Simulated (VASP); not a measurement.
# CBr (Fm-3m) in VASP: further runs, part 2 of 2

VASP 6.6.1. Earlier steps stand in the parts before.

### Step 3. Single point, PBE

INCAR reads:

```
SYSTEM = CBr
ALGO     = Fast           ! electronic algorithm
EDIFF    = 1E-7           ! SCF threshold, eV
ENCUT    = 520            ! plane-wave cutoff, eV
GGA      = PE             ! functional
ISIF     = 2              ! what is computed and relaxed
ISMEAR   = 0              ! smearing method
LASPH    = .True.         ! aspherical terms in the spheres
LCHARG   = .False.        ! write CHGCAR
LREAL    = .False.        ! projectors in reciprocal space
LWAVE    = .False.        ! write WAVECAR
NBANDS   = 12             ! bands
NELM     = 100            ! most SCF steps
PREC     = Accurate       ! precision mode
SIGMA    = 0.0124         ! smearing width, eV
```

KPOINTS reads:

```
k-points
0
Gamma
  5 5 5
  0 0 0
```

POSCAR reads:

```
CBr
1.0
    0.0000000000      2.9248050000      2.9248050000
    2.9248050000      0.0000000000      2.9248050000
    2.9248050000      2.9248050000      0.0000000000
C Br
1 1
Direct
    0.0000000000      0.0000000000      0.0000000000
    0.5000000000      0.5000000000      0.5000000000
```

Potentials or basis: VASP PAW PBE potentials, release 64 (C, Br).

Command:

```bash
> cat potpaw_PBE.64/C/POTCAR potpaw_PBE.64/Br/POTCAR > POTCAR
> mpirun -np 1 vasp_std > vasp.out
```

OUTCAR:

```text
SYSTEM = CBr
   EDIFF = 1E-7
   ENCUT = 520
   GGA = PE
   ISIF = 2
   ISMEAR = 0
   LASPH = .True.
   LREAL = .False.
   NELM = 100
   PREC = Accurate

 ion  position               nearest neighbor table
   1  0.000  0.000  0.000-
   2  0.500  0.500  0.500-

  LATTYP: Found a face centered cubic cell.
 ALAT       =     5.8496100000

  Lattice vectors:

 A1 = (   0.0000000000,   2.9248050000,   2.9248050000)
 A2 = (   2.9248050000,   0.0000000000,   2.9248050000)
 A3 = (   2.9248050000,   2.9248050000,   0.0000000000)

Analysis of symmetry for initial positions (statically):
=====================================================================
 Subroutine PRICEL returns:
 Original cell was already a primitive cell.

 Routine SETGRP: Setting up the symmetry group for a
 face centered cubic supercell.

 Subroutine GETGRP returns: Found 48 space group operations
 (whereof 48 operations were pure point group operations)
 out of a pool of 48 trial point group operations.

The static configuration has the point symmetry O_h .

Analysis of symmetry for dynamics (positions and initial velocities):
=====================================================================
 Subroutine PRICEL returns:
 Original cell was already a primitive cell.

 Routine SETGRP: Setting up the symmetry group for a
 face centered cubic supercell.

 Subroutine GETGRP returns: Found 48 space group operations
 (whereof 48 operations were pure point group operations)
 out of a pool of 48 trial point group operations.

The dynamic configuration has the point symmetry O_h .

 Subroutine INISYM returns: Found 48 space group operations
 (whereof 48 operations are pure point group operations),
 and found     1 'primitive' translations

----------------------------------------------------------------------------------------

                                     Primitive cell

  volume of cell :      50.0404

  direct lattice vectors                    reciprocal lattice vectors
     0.000000000  2.924805000  2.924805000    -0.170951568  0.170951568  0.170951568
     2.924805000  0.000000000  2.924805000     0.170951568 -0.170951568  0.170951568
     2.924805000  2.924805000  0.000000000     0.170951568  0.170951568 -0.170951568

  length of vectors
     4.136298898  4.136298898  4.136298898     0.296096801  0.296096801  0.296096801

  position of ions in fractional coordinates (direct lattice)
     0.000000000  0.000000000  0.000000000
     0.500000000  0.500000000  0.500000000

  ion indices of the primitive-cell ions
   primitive index   ion index
                 1           1
                 2           2

----------------------------------------------------------------------------------------

 KPOINTS: k-points

Automatic generation of k-mesh.
 Grid dimensions read from file:
 generate k-points for:    5    5    5

 Generating k-lattice:

  Cartesian coordinates                     Fractional coordinates (reciprocal lattice)
    -0.034190314  0.034190314  0.034190314     0.200000000  0.000000000  0.000000000
[... 24 lines left out ...]
 -0.400000  0.400000  0.000000     12.000000
 -0.400000  0.400000  0.200000     24.000000
   k-points           NKPTS =     10   k-points in BZ     NKDIM =     10   number of bands    NBANDS=     12
   number of dos      NEDOS =    301   number of ions     NIONS =      2
   total plane-waves  NPLWV =  32768
   dimension x,y,z NGX =    32 NGY =   32 NGZ =   32
   dimension x,y,z NGXF=    64 NGYF=   64 NGZF=   64
   ions per type =               1   1
   NGX,Y,Z   is equivalent  to a cutoff of  12.86, 12.86, 12.86 a.u.
   NGXF,Y,Z  is equivalent  to a cutoff of  25.72, 25.72, 25.72 a.u.
 SYSTEM =  CBr
   PREC   = accura    normal or accurate (medium, high low for compatibility)
   ISTART =      0    job   : 0-new  1-cont  2-samecut
   ICHARG =      2    charge: 1-file 2-atom 10-const
   ISPIN  =      1    spin polarized calculation?
   LNONCOLLINEAR =      F non collinear calculations
   LSORBIT =      F    spin-orbit coupling
   LASPH  =      T    aspherical Exc in radial PAW
   ENCUT  =  520.0 eV  38.22 Ry    6.18 a.u.   7.69  7.69  7.69*2*pi/ulx,y,z
   NELM   =    100;   NELMIN=  2; NELMDL= -5     # of ELM steps
   EDIFF  = 0.1E-06   stopping-criterion for ELM
   LREAL  =      F    real-space projection
   EDIFFG = 0.1E-05   stopping-criterion for IOM
   NSW    =      0    number of steps for IOM
   IBRION =     -1    ionic relax: 0-MD 1-quasi-New 2-CG
   NFREE  =      0    steps in history (QN), initial steepest desc. (CG)
   ISIF   =      2    stress and relaxation
   ISYM   =      2    0-nonsym 1-usesym 2-fastsym
   POTIM  = 0.5000    time-step for ionic-motion
   TEBEG  =    0.0;   TEEND  =   0.0 temperature during run
   PSTRESS=    0.0 pullay stress
   NELECT =      11.0000    total number of electrons
   NUPDOWN=      -1.0000    fix difference up-down
   EMIN   =  10.00;   EMAX   =-10.00  energy-range for DOS
   EFERMI =   0.00;   METHOD = LEGACY
   ISMEAR =     0;   SIGMA  =   0.01  broadening in eV -4-tet -1-fermi 0-gaus
   EFERMI_NEDOS =   21; number of points for ismear=-14 and -15
   IALGO  =     68    algorithm
   IMIX   =      4    mixing-type and parameters
     AMIX     =   0.40;   BMIX     =  1.00
     AMIX_MAG =   1.60;   BMIX_MAG =  1.00
  volume/ion in A,a.u.               =      25.02       168.84
  Fermi-wavevector in a.u.,A,eV,Ry     =   0.988019  1.867086 13.281767  0.976182
  Thomas-Fermi vector in A             =   2.119516
   LORBIT       =      0    0 simple, 1 ext, 2 COOP (PROOUT), +10 PAW based schemes
   GGA     = PE    functional components
   LHFCALC =     F    Hartree Fock is set to
   AEXX    =    0.0000 exact exchange contribution
   IVDW    =     0    specifies the selected vdW correction
   LEPSILON=     F    determine dielectric tensor
   LRPA    =     F    only Hartree local field effects (RPA)
 non-spin polarized calculation
 RMM-DIIS sequential band-by-band and
 Gauss-broadening in eV      SIGMA  =   0.01
  energy-cutoff  :      520.00
  volume of cell :       50.04
 maximum number of plane-waves:      1363
   NGX = 15   NGY = 15   NGZ = 15

 number of electron      10.9999998 magnetization

 Free energy of the ion-electron system (eV)
  ---------------------------------------------------
  ext. energy  EPLUGINS =         0.00000000
  ---------------------------------------------------
  free energy    TOTEN  =        -4.53268259 eV

  energy without entropy =       -4.53143014  energy(sigma->0) =       -4.53205637

 E-fermi :   0.5986     XC(G=0):  -8.3788

 val. band max:        0.5088779254   @ k =   0.4000   0.0000   0.0000
 cond. band min:       0.6018942648   @ k =  -0.4000   0.4000   0.2000
 fundamental gap:      0.0930163394
 Fermi energy:         0.5986141498

 k-point     1 :       0.0000    0.0000    0.0000
  band No.  band energies     occupation
      1     -14.6547      2.00000
      2      -7.7076      2.00000
      3      -1.7809      2.00000
      4      -1.7809      2.00000
      5      -1.7809      2.00000
      6       1.6005      0.00000
      7       1.6005      0.00000
      8       1.6005      0.00000
      9       8.1491      0.00000
     10       9.5310      0.00000
     11       9.5310      0.00000
     12       9.5310      0.00000
[... 121 lines left out ...]
 k-point    10 :      -0.4000    0.4000    0.2000
  band No.  band energies     occupation
      1     -14.1556      2.00000
      2      -8.2886      2.00000
      3      -3.1831      2.00000
      4      -3.1221      2.00000
      5      -1.5637      2.00000
      6       0.6019      0.70833
      7       1.9861      0.00000
      8       2.2336      0.00000
      9       8.4996      0.00000
     10      10.1162      0.00000
     11      12.5548      0.00000
     12      14.0704      0.00000

------------------------ aborting loop because EDIFF is reached ----------------------------------------

  FORCE on cell =-STRESS in cart. coord.  units (eV):
  Direction    XX          YY          ZZ          XY          YZ          ZX
  --------------------------------------------------------------------------------------
  -------------------------------------------------------------------------------------
  Total       -3.3015934     -3.3015934     -3.3015934      0.0000000     -0.0000000      0.0000000
  in kB     -105.7093544   -105.7093544   -105.7093544      0.0000000     -0.0000000      0.0000000
  external PRESSURE =    -105.7093544 kB  Pullay stress =       0.0000000 kB

 VOLUME and BASIS-vectors are now :
 -----------------------------------------------------------------------------
  energy-cutoff  :      520.00
  volume of cell :       50.04
      direct lattice vectors                 reciprocal lattice vectors
     0.000000000  2.924805000  2.924805000    -0.170951568  0.170951568  0.170951568
     2.924805000  0.000000000  2.924805000     0.170951568 -0.170951568  0.170951568
     2.924805000  2.924805000  0.000000000     0.170951568  0.170951568 -0.170951568

 POSITION                                       TOTAL-FORCE (eV/Angst)
 -----------------------------------------------------------------------------------
      0.00000      0.00000      0.00000         0.000000      0.000000      0.000000
      2.92481      2.92481      2.92481        -0.000000     -0.000000     -0.000000
 -----------------------------------------------------------------------------------
    total drift:                                0.000000     -0.000000      0.000000

  FREE ENERGIE OF THE ION-ELECTRON SYSTEM (eV)
  ---------------------------------------------------
  free  energy   TOTEN  =        -4.5326825885 eV

  energy  without entropy=       -4.5314301432  energy(sigma->0) =       -4.53205637
```

Run time: 10 s. Hardware: 1 thread of Intel Xeon Platinum 8488C (Sapphire Rapids), shared host; peak memory 0.16 GiB.

What came out:

```yaml
Free_energy: -4.5327 eV
Pressure: -10.6 GPa
Band_gap_on_the_k_mesh: none (metal or under the smearing width)
```

Levels at points of the mesh, in eV from the Fermi level:
| k point | band 3 | band 4 | band 5 | band 6 | band 7 | band 8 |
| --- | --- | --- | --- | --- | --- | --- |
| (0.00, 0.00, 0.00) | -2.38 | -2.38 | -2.38 | 1.00 | 1.00 | 1.00 |

Caveat: the k mesh is coarse (spacing up to 0.37 Å⁻¹), so the values aren't converged; an odd number of electrons without spin polarisation forces a metal; a magnetic or distorted state may lie lower.

### Step 4. Single point, RPBE

INCAR reads:

```
PREC = Accurate ; ENCUT = 520
EDIFF = 1E-7 ; ISMEAR = 0
SIGMA = 0.0124 ; LREAL = F
LASPH = T ; NELM = 80
ALGO = Fast ; ISIF = 2
LWAVE = F ; LCHARG = T
GGA = RP ; LELF = T
LVHAR = T ; NBANDS = 12
```

KPOINTS reads:

```
regular mesh
0
Gamma
  5 5 5
```

POSCAR is that of step 3.

Potentials or basis: VASP PAW PBE potentials, release 64 (C, Br).

Command:

```bash
> cat potpaw_PBE.64/C/POTCAR potpaw_PBE.64/Br/POTCAR > POTCAR
> mpirun -np 1 vasp_std > vasp.out
```

OUTCAR:

```text
PREC = Accurate
   ENCUT = 520
   EDIFF = 1E-7
   ISMEAR = 0
   LREAL = F
   LASPH = T
   NELM = 80
   ISIF = 2
   GGA = RP

 ion  position               nearest neighbor table
   1  0.000  0.000  0.000-
   2  0.500  0.500  0.500-

  LATTYP: Found a face centered cubic cell.
 ALAT       =     5.8496100000

  Lattice vectors:

 A1 = (   0.0000000000,   2.9248050000,   2.9248050000)
 A2 = (   2.9248050000,   0.0000000000,   2.9248050000)
 A3 = (   2.9248050000,   2.9248050000,   0.0000000000)

Analysis of symmetry for initial positions (statically):
=====================================================================
 Subroutine PRICEL returns:
 Original cell was already a primitive cell.

 Routine SETGRP: Setting up the symmetry group for a
 face centered cubic supercell.

 Subroutine GETGRP returns: Found 48 space group operations
 (whereof 48 operations were pure point group operations)
 out of a pool of 48 trial point group operations.

The static configuration has the point symmetry O_h .

Analysis of symmetry for dynamics (positions and initial velocities):
=====================================================================
 Subroutine PRICEL returns:
 Original cell was already a primitive cell.

 Routine SETGRP: Setting up the symmetry group for a
 face centered cubic supercell.

 Subroutine GETGRP returns: Found 48 space group operations
 (whereof 48 operations were pure point group operations)
 out of a pool of 48 trial point group operations.

The dynamic configuration has the point symmetry O_h .

 Subroutine INISYM returns: Found 48 space group operations
 (whereof 48 operations are pure point group operations),
 and found     1 'primitive' translations

----------------------------------------------------------------------------------------

[... 104 lines left out ...]
   AEXX    =    0.0000 exact exchange contribution
   IVDW    =     0    specifies the selected vdW correction
   LEPSILON=     F    determine dielectric tensor
   LRPA    =     F    only Hartree local field effects (RPA)
 non-spin polarized calculation
 RMM-DIIS sequential band-by-band and
 Gauss-broadening in eV      SIGMA  =   0.01
  energy-cutoff  :      520.00
  volume of cell :       50.04
 maximum number of plane-waves:      1363
   NGX = 15   NGY = 15   NGZ = 15

 number of electron      10.9999998 magnetization

 Free energy of the ion-electron system (eV)
  ---------------------------------------------------
  ext. energy  EPLUGINS =         0.00000000
  ---------------------------------------------------
  free energy    TOTEN  =        -4.01301592 eV

  energy without entropy =       -4.01176347  energy(sigma->0) =       -4.01238969

 E-fermi :   0.7268     XC(G=0):  -8.1339

 val. band max:        0.6332701193   @ k =   0.4000   0.0000   0.0000
 cond. band min:       0.7300818278   @ k =  -0.4000   0.4000   0.2000
 fundamental gap:      0.0968117085
 Fermi energy:         0.7268017129

 k-point     1 :       0.0000    0.0000    0.0000
  band No.  band energies     occupation
      1     -14.5133      2.00000
      2      -7.6802      2.00000
      3      -1.6724      2.00000
      4      -1.6724      2.00000
      5      -1.6724      2.00000
      6       1.7190      0.00000
      7       1.7190      0.00000
      8       1.7190      0.00000
      9       8.5396      0.00000
     10       9.7795      0.00000
     11       9.7795      0.00000
     12       9.7795      0.00000
[... 121 lines left out ...]
 k-point    10 :      -0.4000    0.4000    0.2000
  band No.  band energies     occupation
      1     -14.0147      2.00000
      2      -8.2642      2.00000
      3      -3.0386      2.00000
      4      -2.9827      2.00000
      5      -1.4526      2.00000
      6       0.7301      0.70833
      7       2.1002      0.00000
      8       2.3472      0.00000
      9       8.8317      0.00000
     10      10.4571      0.00000
     11      12.7539      0.00000
     12      14.2866      0.00000

------------------------ aborting loop because EDIFF is reached ----------------------------------------

  FORCE on cell =-STRESS in cart. coord.  units (eV):
  Direction    XX          YY          ZZ          XY          YZ          ZX
  --------------------------------------------------------------------------------------
  -------------------------------------------------------------------------------------
  Total       -2.7281832     -2.7281832     -2.7281832      0.0000000      0.0000000      0.0000000
  in kB      -87.3500936    -87.3500936    -87.3500936      0.0000000      0.0000000      0.0000000
  external PRESSURE =     -87.3500936 kB  Pullay stress =       0.0000000 kB

 VOLUME and BASIS-vectors are now :
 -----------------------------------------------------------------------------
  energy-cutoff  :      520.00
  volume of cell :       50.04
      direct lattice vectors                 reciprocal lattice vectors
     0.000000000  2.924805000  2.924805000    -0.170951568  0.170951568  0.170951568
     2.924805000  0.000000000  2.924805000     0.170951568 -0.170951568  0.170951568
     2.924805000  2.924805000  0.000000000     0.170951568  0.170951568 -0.170951568

 POSITION                                       TOTAL-FORCE (eV/Angst)
 -----------------------------------------------------------------------------------
      0.00000      0.00000      0.00000        -0.000000     -0.000000     -0.000000
      2.92481      2.92481      2.92481         0.000000      0.000000      0.000000
 -----------------------------------------------------------------------------------
    total drift:                                0.000000     -0.000000      0.000000

  FREE ENERGIE OF THE ION-ELECTRON SYSTEM (eV)
  ---------------------------------------------------
  free  energy   TOTEN  =        -4.0130159161 eV

  energy  without entropy=       -4.0117634707  energy(sigma->0) =       -4.01238969
```

OSZICAR:

```text
N       E                     dE             d eps       ncg     rms          rms(c)
DAV:   1     0.407892043311E+02    0.40789E+02   -0.43722E+03   240   0.718E+02
DAV:   2    -0.158768722495E+01   -0.42377E+02   -0.41121E+02   360   0.131E+02
DAV:   3    -0.401115105127E+01   -0.24235E+01   -0.23604E+01   312   0.288E+01
DAV:   4    -0.403526213542E+01   -0.24111E-01   -0.24108E-01   260   0.346E+00
DAV:   5    -0.403545221754E+01   -0.19008E-03   -0.19008E-03   300   0.309E-01    0.317E+00
RMM:   6    -0.401600716841E+01    0.19445E-01   -0.38189E-02   248   0.954E-01    0.181E+00
RMM:   7    -0.401149607684E+01    0.45111E-02   -0.94084E-03   254   0.598E-01    0.118E+00
RMM:   8    -0.401283753770E+01   -0.13415E-02   -0.90398E-03   283   0.640E-01    0.203E-01
RMM:   9    -0.401301730949E+01   -0.17977E-03   -0.78124E-04   276   0.223E-01    0.107E-01
RMM:  10    -0.401301055979E+01    0.67497E-05   -0.67280E-05   286   0.674E-02    0.119E-02
RMM:  11    -0.401301470416E+01   -0.41444E-05   -0.15625E-05   283   0.298E-02    0.791E-03
RMM:  12    -0.401301553543E+01   -0.83127E-06   -0.68622E-06   285   0.212E-02    0.421E-03
RMM:  13    -0.401301582358E+01   -0.28815E-06   -0.11361E-06   284   0.794E-03    0.732E-04
RMM:  14    -0.401301591610E+01   -0.92525E-07   -0.41118E-07   254   0.467E-03
   1 F= -.40130159E+01 E0= -.40123897E+01  d E =-.125245E-02
```

It took 12 s on 1 thread of Intel Xeon Platinum 8488C (Sapphire Rapids), shared host; peak memory 0.16 GiB.

Results:

- Free energy: -4.0130 eV
- Pressure: -8.7 GPa
- Band gap on the k mesh: none (metal or under the smearing width)

Caveat: the k mesh is coarse (spacing up to 0.37 Å⁻¹), so the values aren't converged; the PAW data sets were made with another functional, which shifts forces and pressure a little; an odd number of electrons without spin polarisation forces a metal; a magnetic or distorted state may lie lower.

### Step 5. The runs side by side

| level | further INCAR settings | gap on the mesh (eV) | pressure (GPa) |
| --- | --- | --- | --- |
| PBE | ALGO = Fast; EDIFF = 1e-06; NBANDS = 12 | none | -10.6 |
| PBE | ALGO = Fast; EDIFF = 1e-07; NBANDS = 12 | none | -10.6 |
| RPBE | ALGO = Fast; EDIFF = 1e-07; NBANDS = 12 | none | -8.7 |

Alike in all rows: task single point; potentials or basis VASP PAW PBE potentials, release 64 (C, Br); no spin polarisation; cell as given; k mesh 5 × 5 × 5; cutoff (eV) 520; smearing gaussian 0.0124 eV; the mesh is coarse, so values aren't converged.

Caveats: all runs use coarse meshes; an odd number of electrons without spin polarisation forces a metal; a magnetic or distorted state may lie lower; the PAW data sets were made with another functional, which shifts forces and pressure a little (some runs).

Absolute energies hang on the potentials; compare differences alone.
